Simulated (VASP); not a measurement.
Consider the following.

```
CELL_PARAMETERS angstrom
      6.31486     0.00000     0.00000
      0.00000     6.31486     0.00000
      0.00000     0.00000     6.31486
ATOMIC_POSITIONS crystal
  Cd 0.01519 0.98481 0.98481
  Cd 0.48481 0.51519 0.98481
  Cd 0.48481 0.98481 0.51519
  Cd 0.01519 0.51519 0.51519
  Te 0.25000 0.25000 0.25000
  Te 0.75000 0.75000 0.25000
  Te 0.75000 0.25000 0.75000
  S  0.25000 0.75000 0.75000
```

All values below come from PBEsol GGA, VASP's PBE PAW potentials (set 64) (plane waves; VASP). Run with 400 eV cut-off, Gaussian smearing of 0.050 eV, potentials Cd Te S.

Unless said otherwise, spin-orbit coupling is left out, though it shifts the bands of the heavy elements here.

Question: Give the energies of bands 28 to 41 at the high-symmetry points, in eV from the valence-band maximum.

Answer: 
```json
[
 {"band": "28", "Γ": "-2.24", "X": "-2.82", "M": "-3.64", "R": "-4.26"},
 {"band": "29", "Γ": "-2.24", "X": "-2.51", "M": "-2.52", "R": "-1.41"},
 {"band": "30", "Γ": "-2.24", "X": "-2.51", "M": "-2.26", "R": "-1.41"},
 {"band": "31", "Γ": "-1.78", "X": "-2.24", "M": "-2.26", "R": "-1.41"},
 {"band": "32", "Γ": "-1.78", "X": "-2.11", "M": "-1.93", "R": "-0.61"},
 {"band": "33", "Γ": "-1.78", "X": "-1.41", "M": "-1.21", "R": "-0.61"},
 {"band": "34", "Γ": "0.00", "X": "-1.41", "M": "-1.21", "R": "-0.61"},
 {"band": "35", "Γ": "0.00", "X": "-0.83", "M": "-0.68", "R": "-0.40"},
 {"band": "36", "Γ": "0.00", "X": "-0.83", "M": "-0.42", "R": "-0.40"},
 {"band": "37", "Γ": "0.53", "X": "2.81", "M": "2.79", "R": "1.20"},
 {"band": "38", "Γ": "2.45", "X": "2.99", "M": "3.10", "R": "2.14"},
 {"band": "39", "Γ": "2.45", "X": "3.31", "M": "3.48", "R": "2.14"},
 {"band": "40", "Γ": "2.85", "X": "3.35", "M": "3.48", "R": "2.14"},
 {"band": "41", "Γ": "2.85", "X": "4.27", "M": "4.83", "R": "5.18"}
]
```

The gap is direct, 0.53 eV, from the valence maximum at Γ to the conduction minimum at Γ.

The structure was generated: Cd4STe3 was put into an ordered model structure (P-43m), which need not be its known phase. It was relaxed first.
